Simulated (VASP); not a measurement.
Here is the system:

```yaml
crystal:
  lattice:
    - [0.00000, 3.67131, 3.67131]
    - [3.67131, 0.00000, 3.67131]
    - [3.67131, 3.67131, 0.00000]
  atoms:
    - { symbol: K, position: [0.25000, 0.25000, 0.25000] }
    - { symbol: K, position: [0.75000, 0.75000, 0.75000] }
    - { symbol: S, position: [0.00000, 0.00000, 0.00000] }
```

These are vdW-DF2, VASP's PBE PAW potentials (set 64) (plane waves; VASP 6.6.1) values and carry that method's errors. Run with 520 eV cut-off, 5×5×5 Γ-centred mesh, Gaussian smearing of 0.050 eV, potentials K_sv S.

Task: What does the run give for the energy per atom (σ→0), pressure?

Result: 
```
Item                                Value
---------------------  ------------------
energy per atom (σ→0)  -130.7 kJ/mol-atom
pressure                         1.42 GPa
```

The absolute energy has meaning only against runs of the same code, potentials and settings.

The compound is K2S in the antifluorite structure. This cell is one point of a volume scan, at 0.94 of the reference volume.
